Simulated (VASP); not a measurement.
Al3Au: equation of state with PBE

Al3Au:

```
Au Al
1.0
    -2.02533    2.02533    4.05660
     2.02533   -2.02533    4.05660
     2.02533    2.02533   -4.05660
Au Al
1 3
Direct
  0.00000 0.00000 0.00000
  0.50000 0.50000 0.00000
  0.25000 0.75000 0.50000
  0.75000 0.25000 0.50000
```

The cell comes from a database or a generator and needn't be the stable form of this composition.

| Property | Result |
| --- | --- |
| Program | VASP 6.6.1 |
| Task | equation of state |
| Functional | PBE |
| Potentials or basis | VASP PAW PBE potentials, release 64 (Au, Al) |
| Cutoff | 520 eV |
| k mesh | 9 × 9 × 9 |
| Occupations | fermi-dirac, width 0.05 eV |
| Spin | no spin polarisation |
| Further INCAR settings | ALGO = Normal; EDIFF = 1e-07; NBANDS = 18 |

| Quantity | Value |
| --- | --- |
| Equilibrium volume | 16.69 Å³/atom |
| Bulk modulus at fixed shape and positions | 94 GPa |
| Pressure derivative of the bulk modulus | 4.8 |

Energy against volume, from the lowest point:
```
volume (Å³/atom)  energy (meV/atom)
          15.642              21.94
          15.974               9.82
          16.307               2.69
          16.640               0.00
          16.973               1.28
          17.306               6.08
          17.638              14.03
```

All runs of the series together: 8.8 min on 1 thread of Intel(R) Xeon(R) Platinum 8488C (Sapphire Rapids), with other jobs on the host.

Caveat: the cell was scaled at fixed shape and fractional positions, which overstates the stiffness of a crystal with free parameters, most of all of layers and chains. The run has no spin-orbit coupling, so splittings on Au are missing.
